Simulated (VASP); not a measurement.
Calculation: vdW-DF2, VASP's PBE PAW potentials (set 64) (plane waves; VASP).

The input files of a VASP run:

File KPOINTS:
```
Automatic
0
G
 5 5 7
```

### INCAR
```
SYSTEM=MgH2
PREC=Accurate; ENCUT=520; LREAL=.FALSE.
LASPH=.TRUE.
EDIFF=1E-6; NELM=100; ALGO=Normal
ISMEAR=0; SIGMA=0.05
GGA=ML; LUSE_VDW=.TRUE.; AGGAC=0.0
ZAB_VDW=-1.8867
IBRION=2; NSW=60; ISIF=3
EDIFFG=-0.02
LWAVE=.FALSE.; LCHARG=.FALSE.
```

POSCAR:
```
MgH2
1.0
  4.4851654907   0.0000000000   0.0000000000
  0.0000000000   4.4851654907   0.0000000000
  0.0000000000   0.0000000000   2.9959975163
Mg H
2 4
Cart
  0.0000000000   0.0000000000   0.0000000000
  2.2425827454   2.2425827454   1.4979987582
  1.3648555303   1.3648555303   0.0000000000
  3.6074382757   0.8777272150   1.4979987582
  0.8777272150   3.6074382757   1.4979987582
  3.1203099604   3.1203099604   0.0000000000
```

POTCAR, in this order: Mg H (PBE.64 set). Program: vasp_std.

What VASP printed:

**OUTCAR**
```
 ion  position               nearest neighbor table
   1  0.000  0.000  0.000-   3 1.93   6 1.93   5 1.95   4 1.95   4 1.95   5 1.95   2 3.51   2 3.51
                             2 3.51   2 3.51   2 3.51   2 3.51   2 3.51   2 3.51
   2  0.500  0.500  0.500-   4 1.93   5 1.93   3 1.95   6 1.95   3 1.95   6 1.95   1 3.51   1 3.51
                             1 3.51   1 3.51   1 3.51   1 3.51   1 3.51   1 3.51
   3  0.304  0.304  0.000-   1 1.93   2 1.95   2 1.95
   4  0.804  0.196  0.500-   2 1.93   1 1.95   1 1.95
   5  0.196  0.804  0.500-   2 1.93   1 1.95   1 1.95
   6  0.696  0.696  0.000-   1 1.93   2 1.95   2 1.95
  LATTYP: Found a simple tetragonal cell.
 ALAT       =     4.4851654907
 C/A-ratio  =     0.6679792580
 Subroutine PRICEL returns:
 Original cell was already a primitive cell.
 Subroutine GETGRP returns: Found 16 space group operations
The static configuration has the point symmetry D_2h.
 The point group associated with its full space group is D_4h.
The dynamic configuration has the point symmetry D_2h.
 Subroutine INISYM returns: Found 16 space group operations
 Subroutine IBZKPT returns following result:
 Found     24 irreducible k-points:

 Following reciprocal coordinates:
            Coordinates               Weight
  0.000000  0.000000  0.000000      1.000000
  0.200000  0.000000  0.000000      4.000000
  0.400000  0.000000  0.000000      4.000000
  0.200000  0.200000  0.000000      4.000000
  0.400000  0.200000  0.000000      8.000000
  0.400000  0.400000  0.000000      4.000000
  0.000000  0.000000  0.142857      2.000000
  0.200000  0.000000  0.142857      8.000000
  0.400000  0.000000  0.142857      8.000000
  0.200000  0.200000  0.142857      8.000000
  0.400000  0.200000  0.142857     16.000000
  0.400000  0.400000  0.142857      8.000000
  0.000000  0.000000  0.285714      2.000000
  0.200000  0.000000  0.285714      8.000000
  0.400000  0.000000  0.285714      8.000000
  0.200000  0.200000  0.285714      8.000000
  0.400000  0.200000  0.285714     16.000000
  0.400000  0.400000  0.285714      8.000000
  0.000000  0.000000  0.428571      2.000000
  0.200000  0.000000  0.428571      8.000000
  0.400000  0.000000  0.428571      8.000000
  0.200000  0.200000  0.428571      8.000000
  0.400000  0.200000  0.428571     16.000000
  0.400000  0.400000  0.428571      8.000000
   k-points           NKPTS =     24   k-points in BZ     NKDIM =     24   number of bands    NBANDS=      8
   number of dos      NEDOS =    301   number of ions     NIONS =      6
   total plane-waves  NPLWV =  31104
   dimension x,y,z NGX =    36 NGY =   36 NGZ =   24
   dimension x,y,z NGXF=    72 NGYF=   72 NGZF=   48
   ions per type =               2   4
   PREC   = accura    normal or accurate (medium, high low for compatibility)
   ISTART =      0    job   : 0-new  1-cont  2-samecut
   ICHARG =      2    charge: 1-file 2-atom 10-const
   ISPIN  =      1    spin polarized calculation?
   LNONCOLLINEAR =      F non collinear calculations
   LSORBIT =      F    spin-orbit coupling
   INIWAV =      1    electr: 0-lowe 1-rand  2-diag
   ENCUT  =  520.0 eV  38.22 Ry    6.18 a.u.   8.34  8.34  5.57*2*pi/ulx,y,z
   NELM   =    100;   NELMIN=  2; NELMDL= -5     # of ELM steps
   EDIFF  = 0.1E-05   stopping-criterion for ELM
   LREAL  =      F    real-space projection
   NLSPLINE    = F    spline interpolate recip. space projectors
   LMAXMIX     =    2 max onsite mixed and CHGCAR
   VOSKOWN=      0    Vosko Wilk Nusair interpolation
   EDIFFG = -.2E-01   stopping-criterion for IOM
   NSW    =     60    number of steps for IOM
   NBLOCK =      1;   KBLOCK =     60    inner block; outer block
   IBRION =      2    ionic relax: 0-MD 1-quasi-New 2-CG
   NFREE  =      1    steps in history (QN), initial steepest desc. (CG)
   ISIF   =      3    stress and relaxation
   ISYM   =      2    0-nonsym 1-usesym 2-fastsym
...
```

File OSZICAR:
```
       N       E                     dE             d eps       ncg     rms          rms(c)
DAV:   1     0.586672532623E+01    0.58667E+01   -0.31448E+03   384   0.749E+02
DAV:   2    -0.168528423928E+02   -0.22720E+02   -0.21092E+02   504   0.881E+01
DAV:   3    -0.178062509624E+02   -0.95341E+00   -0.95341E+00   552   0.251E+01
DAV:   4    -0.178078082522E+02   -0.15573E-02   -0.15573E-02   528   0.107E+00
DAV:   5    -0.178078172847E+02   -0.90325E-05   -0.90324E-05   544   0.635E-02    0.827E+00
DAV:   6    -0.164287782299E+02    0.13790E+01   -0.14118E+00   416   0.797E+00    0.410E+00
DAV:   7    -0.159763777200E+02    0.45240E+00   -0.19094E+00   400   0.950E+00    0.635E-01
DAV:   8    -0.159916229505E+02   -0.15245E-01   -0.42950E-02   440   0.187E+00    0.224E-01
DAV:   9    -0.159904918378E+02    0.11311E-02   -0.67191E-03   512   0.657E-01    0.242E-02
DAV:  10    -0.159905091666E+02   -0.17329E-04   -0.11649E-04   464   0.103E-01    0.179E-02
DAV:  11    -0.159905298906E+02   -0.20724E-04   -0.44809E-05   424   0.852E-02    0.170E-03
DAV:  12    -0.159905303691E+02   -0.47848E-06   -0.47626E-07   432   0.676E-03
   1 F= -.15990530E+02 E0= -.15990530E+02  d E =-.159905E+02
       N       E                     dE             d eps       ncg     rms          rms(c)
DAV:   1    -0.159932787519E+02   -0.27489E-02   -0.87070E-03   456   0.906E-01    0.586E-02
DAV:   2    -0.159932292750E+02    0.49477E-04   -0.73886E-05   416   0.643E-02    0.322E-02
DAV:   3    -0.159932129453E+02    0.16330E-04   -0.79778E-05   480   0.550E-02    0.494E-03
DAV:   4    -0.159932130141E+02   -0.68833E-07   -0.68044E-06   432   0.184E-02
   2 F= -.15993213E+02 E0= -.15993213E+02  d E =-.268265E-02
       N       E                     dE             d eps       ncg     rms          rms(c)
DAV:   1    -0.159944623751E+02   -0.12494E-02   -0.28382E-02   456   0.163E+00    0.106E-01
DAV:   2    -0.159943019456E+02    0.16043E-03   -0.24164E-04   416   0.116E-01    0.582E-02
DAV:   3    -0.159942510216E+02    0.50924E-04   -0.26389E-04   472   0.996E-02    0.899E-03
DAV:   4    -0.159942513104E+02   -0.28880E-06   -0.23205E-05   408   0.336E-02    0.759E-03
DAV:   5    -0.159942494214E+02    0.18890E-05   -0.53470E-06   408   0.127E-02    0.746E-04
DAV:   6    -0.159942494717E+02   -0.50396E-07   -0.12788E-07   200   0.390E-03
   3 F= -.15994249E+02 E0= -.15994249E+02  d E =-.371910E-02
       N       E                     dE             d eps       ncg     rms          rms(c)
DAV:   1    -0.159944678892E+02   -0.21847E-03   -0.22852E-03   456   0.465E-01    0.301E-02
DAV:   2    -0.159944558020E+02    0.12087E-04   -0.19616E-05   416   0.328E-02    0.165E-02
DAV:   3    -0.159944530070E+02    0.27950E-05   -0.20862E-05   472   0.280E-02    0.251E-03
DAV:   4    -0.159944530621E+02   -0.55162E-07   -0.16377E-06   200   0.928E-03
   4 F= -.15994453E+02 E0= -.15994453E+02  d E =-.392269E-02
       N       E                     dE             d eps       ncg     rms          rms(c)
DAV:   1    -0.159947187444E+02   -0.26574E-03   -0.22672E-03   504   0.374E-01    0.213E-02
DAV:   2    -0.159947231601E+02   -0.44157E-05   -0.15021E-05   384   0.379E-02    0.135E-02
DAV:   3    -0.159947273223E+02   -0.41622E-05   -0.12728E-05   440   0.336E-02    0.154E-03
DAV:   4    -0.159947273357E+02   -0.13403E-07   -0.21384E-07   200   0.458E-03
   5 F= -.15994727E+02 E0= -.15994727E+02  d E =-.274274E-03
```

File OUTCAR:
```
------------------------ aborting loop because EDIFF is reached ----------------------------------------
  FORCE on cell =-STRESS in cart. coord.  units (eV):
  Direction    XX          YY          ZZ          XY          YZ          ZX
  --------------------------------------------------------------------------------------
  Total        0.0201852      0.0201852     -0.1049231      0.0000000      0.0000000      0.0000000
  in kB        0.5262122      0.5262122     -2.7352639      0.0000000      0.0000000      0.0000000
  external PRESSURE =      -0.5609465 kB  Pullay stress =       0.0000000 kB
  volume of cell :       61.46
      direct lattice vectors                 reciprocal lattice vectors
     4.525204109 -0.000000000  0.000000000     0.220984507  0.000000000  0.000000000
    -0.000000000  4.525204109  0.000000000     0.000000000  0.220984507  0.000000000
     0.000000000  0.000000000  3.001275963     0.000000000  0.000000000  0.333191620
 POSITION                                       TOTAL-FORCE (eV/Angst)
 -----------------------------------------------------------------------------------
      0.00000      0.00000      0.00000        -0.000000      0.000000      0.000000
      2.26260      2.26260      1.50064         0.000000      0.000000      0.000000
      1.37578      1.37578      0.00000         0.000894      0.000894      0.000000
      3.63838      0.88682      1.50064         0.000894     -0.000894     -0.000000
      0.88682      3.63838      1.50064        -0.000894      0.000894      0.000000
      3.14942      3.14942      0.00000        -0.000894     -0.000894     -0.000000
 -----------------------------------------------------------------------------------
    total drift:                                0.000000     -0.000000     -0.000000
  FREE ENERGIE OF THE ION-ELECTRON SYSTEM (eV)
  ---------------------------------------------------
  free  energy   TOTEN  =       -15.9947273357 eV

  energy  without entropy=      -15.9947273357  energy(sigma->0) =      -15.99472734

 reached required accuracy - stopping structural energy minimisation
```
(Selected blocks of OUTCAR.)

### CONTCAR
```
MgH2
   1.00000000000000
     4.5252041093407280   -0.0000000000000000    0.0000000000000000
    -0.0000000000000000    4.5252041093407280    0.0000000000000000
     0.0000000000000000    0.0000000000000000    3.0012759625717873
  Mg              H
     2     4
Direct
     0.0000000000000000    0.0000000000000000    0.0000000000000000
     0.5000000000000000    0.5000000000000000    0.5000000000000000
     0.3040265761388709    0.3040265761388709    0.0000000000000000
     0.8040265761388710    0.1959734238611291    0.5000000000000000
     0.1959734238611291    0.8040265761388710    0.5000000000000000
     0.6959734238611290    0.6959734238611290    0.0000000000000000
```

The compound is MgH2 in the rutile structure. This run relaxes it. Symmetry was kept, so distortions that lower it aren't found. The start is the result of an earlier pass.
